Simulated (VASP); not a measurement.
All values below come from r2SCAN meta-GGA, VASP's PBE PAW potentials (set 64) (plane waves; VASP).

Input for VASP

INCAR:
```
SYSTEM = HfN
PREC = Accurate
ENCUT = 520
EDIFF = 1E-7
NELM = 100
ALGO = Normal
LREAL = .FALSE.
LASPH = .TRUE.
ISMEAR = -5
METAGGA = R2SCAN
LMIXTAU = .TRUE.
LMAXMIX = 6
LWAVE = .FALSE.
LCHARG = .FALSE.
LORBIT = 11
NEDOS = 601
ISIF = 2
```

File KPOINTS:
```
Automatic mesh
0
Gamma
13 13 7
0 0 0
```

File POSCAR:
```
HfN
10.8244370
  0.2894968356   0.0000000000   0.0000000000
 -0.1447484178   0.2507116441   0.0000000000
  0.0000000000   0.0000000000   0.4999999992
Hf N
2 2
Cartesian
  0.1447485625   0.0835704645   0.3749999994
 -0.0000001448   0.1671411796   0.1249999998
 -0.1447484178   0.2507116441   0.0000000000
  0.0000000000   0.0000000000   0.2499999996
```

### KPOINTS_OPT
```
k-points along high-symmetry lines
6
Line-mode
Reciprocal
  0.000000   0.000000   0.000000 ! GAMMA
  0.500000   0.000000   0.000000 ! M

  0.500000   0.000000   0.000000 ! M
  0.333333   0.333333   0.000000 ! K

  0.333333   0.333333   0.000000 ! K
  0.000000   0.000000   0.000000 ! GAMMA

  0.000000   0.000000   0.000000 ! GAMMA
  0.000000   0.000000   0.500000 ! A

  0.000000   0.000000   0.500000 ! A
  0.500000   0.000000   0.500000 ! L

  0.500000   0.000000   0.500000 ! L
  0.333333   0.333333   0.500000 ! H

  0.333333   0.333333   0.500000 ! H
  0.000000   0.000000   0.500000 ! A

  0.500000   0.000000   0.500000 ! L
  0.500000   0.000000   0.000000 ! M

  0.333333   0.333333   0.500000 ! H
  0.333333   0.333333   0.000000 ! K
```

POTCAR, in this order: Hf_pv N (PBE.64 set). Program: vasp_std.

Output

### OSZICAR
```
       N       E                     dE             d eps       ncg     rms          rms(c)
DAV:   1     0.464163836263E+02    0.46416E+02   -0.17786E+04  3192   0.163E+03
DAV:   2    -0.124288724667E+03   -0.17071E+03   -0.16539E+03  4316   0.365E+02
DAV:   3    -0.130289017238E+03   -0.60003E+01   -0.59653E+01  3947   0.573E+01
DAV:   4    -0.130366604385E+03   -0.77587E-01   -0.77589E-01  4327   0.632E+00
DAV:   5    -0.130367293864E+03   -0.68948E-03   -0.72506E-03  4015   0.481E-01    0.807E+01
DAV:   6    -0.117060976012E+03    0.13306E+02   -0.29223E+01  3620   0.308E+01    0.594E+01
DAV:   7    -0.116133354760E+03    0.92762E+00   -0.41152E+00  3700   0.154E+01    0.101E+01
DAV:   8    -0.117257682690E+03   -0.11243E+01   -0.44885E+00  3577   0.141E+01    0.120E+01
DAV:   9    -0.116106832802E+03    0.11508E+01   -0.22739E+00  3556   0.109E+01    0.961E+00
DAV:  10    -0.116282827866E+03   -0.17600E+00   -0.48585E-01  3638   0.583E+00    0.107E+00
DAV:  11    -0.116324701542E+03   -0.41874E-01   -0.11647E-01  3652   0.256E+00    0.167E+00
DAV:  12    -0.116352287951E+03   -0.27586E-01   -0.45024E-03  4167   0.485E-01    0.128E+00
DAV:  13    -0.116384375915E+03   -0.32088E-01   -0.11890E-02  3511   0.853E-01    0.928E-01
DAV:  14    -0.116399407520E+03   -0.15032E-01   -0.14476E-02  3521   0.117E+00    0.377E-01
DAV:  15    -0.116400423008E+03   -0.10155E-02   -0.46730E-04  3825   0.235E-01    0.220E-01
DAV:  16    -0.116400975072E+03   -0.55206E-03   -0.39927E-04  3682   0.170E-01    0.988E-02
DAV:  17    -0.116400987507E+03   -0.12434E-04   -0.17089E-04  3593   0.131E-01    0.557E-02
DAV:  18    -0.116401180536E+03   -0.19303E-03   -0.79164E-05  3677   0.754E-02    0.127E-02
DAV:  19    -0.116401176118E+03    0.44174E-05   -0.32575E-06  3840   0.178E-02    0.980E-03
DAV:  20    -0.116401181461E+03   -0.53422E-05   -0.29700E-06  3991   0.139E-02    0.189E-02
DAV:  21    -0.116401163061E+03    0.18400E-04   -0.19476E-06  3668   0.126E-02    0.716E-03
DAV:  22    -0.116401174339E+03   -0.11278E-04   -0.17493E-07  2503   0.386E-03    0.383E-03
DAV:  23    -0.116401168864E+03    0.54751E-05   -0.42180E-07  3461   0.479E-03    0.273E-03
DAV:  24    -0.116401171222E+03   -0.23581E-05   -0.22273E-08  2124   0.138E-03    0.204E-03
DAV:  25    -0.116401171150E+03    0.71826E-07   -0.27235E-08  2106   0.101E-03
   1 F= -.11640117E+03 E0= -.11640117E+03  d E =0.000000E+00
       N       E                     dE             ncg
```

**OUTCAR**
```
------------------------ aborting loop because EDIFF is reached ----------------------------------------
  FORCE on cell =-STRESS in cart. coord.  units (eV):
  Direction    XX          YY          ZZ          XY          YZ          ZX
  --------------------------------------------------------------------------------------
  Total        0.0618363      0.0618363     -0.1610010     -0.0000000      0.0000000     -0.0000000
  in kB        2.1525313      2.1525319     -5.6044745     -0.0000000      0.0000000     -0.0000000
  external PRESSURE =      -0.4331371 kB  Pullay stress =       0.0000000 kB
  volume of cell :       46.03
      direct lattice vectors                 reciprocal lattice vectors
     3.133640258  0.000000000  0.000000000     0.319117677  0.184242655  0.000000000
    -1.566820129  2.713812397  0.000000000     0.000000000  0.368485309  0.000000000
     0.000000000  0.000000000  5.412218491     0.000000000  0.000000000  0.184767116
 POSITION                                       TOTAL-FORCE (eV/Angst)
 -----------------------------------------------------------------------------------
      1.56682      0.90460      4.05916         0.000000      0.000000      0.000000
     -0.00000      1.80921      1.35305        -0.000000     -0.000000      0.000000
      0.00000      0.00000      0.00000        -0.000000      0.000000      0.000000
      0.00000      0.00000      2.70611        -0.000000      0.000000      0.000000
 -----------------------------------------------------------------------------------
    total drift:                               -0.000412      0.000238     -0.000020
  FREE ENERGIE OF THE ION-ELECTRON SYSTEM (eV)
  ---------------------------------------------------
  free  energy   TOTEN  =      -116.4011711501 eV

  energy  without entropy=     -116.4011711501  energy(sigma->0) =     -116.40117115

 total charge

# of ion       s       p       d       tot
------------------------------------------
    1        0.299   6.591   1.719   8.610
    2        0.299   6.591   1.719   8.610
    3        1.243   2.545   0.000   3.788
    4        1.243   2.545   0.000   3.788
--------------------------------------------------
tot          3.083  18.274   3.439  24.795
```
(Selected blocks of OUTCAR.)

File OUTCAR:
```
 val. band max:        7.9303082177   @ k =   0.3846   0.2308   0.4286

 cond. band min:       7.9689053363   @ k =   0.0769   0.0769   0.0000


 Fermi energy:         8.0217065038

 k-point     1 :       0.0000    0.0000    0.0000
  band No.  band energies     occupation
      1     -25.0411      2.00000
      2     -24.1712      2.00000
      3     -24.0551      2.00000
      4     -24.0551      2.00000
      5     -23.9982      2.00000
      6     -23.9982      2.00000
      7     -10.2430      2.00000
      8      -7.3361      2.00000
      9      -0.9972      2.00000
     10       2.9211      2.00000
     11       2.9211      2.00000
     12       4.0648      2.00000
     13       4.0648      2.00000
     14       5.9800      2.00000
     15       7.5271      2.29191
     16       8.8454     -0.10393
     17       8.8454      0.00000
     18       9.1763      0.00000
     19      10.0433      0.00000

 k-point     2 :       0.0769    0.0000    0.0000
  band No.  band energies     occupation
      1     -25.0191      2.00000
      2     -24.1727      2.00000
      3     -24.1070      2.00000
      4     -24.0717      2.00000
      5     -24.0483      2.00000
      6     -24.0023      2.00000
      7     -10.1290      2.00000
      8      -7.3894      2.00000
      9      -0.8413      2.00000
     10       2.6000      2.00000
     11       3.0046      2.00000
     12       3.9061      2.00000
     13       3.9202      2.00000
     14       5.8123      2.00000
     15       7.6761      2.04343
     16       7.9945      0.33901
     17       9.0310      0.00000
     18       9.6585      0.00000
     19      10.2646      0.00000

 k-point     3 :       0.1538    0.0000    0.0000
  band No.  band energies     occupation
      1     -24.9562      2.00000
      2     -24.2549      2.00000
      3     -24.1787      2.00000
      4     -24.1777      2.00000
      5     -24.1137      2.00000
      6     -24.0178      2.00000
      7      -9.8140      2.00000
...
```

For a metal the tetrahedron method with Blöchl corrections gives inexact stress and forces. Unless said otherwise, spin-orbit coupling is left out, though it shifts the bands of the heavy elements here.

The structure comes from a computed database's HfN entry (P6_3/mmc); how it stands against other phases isn't given here. It was relaxed first.
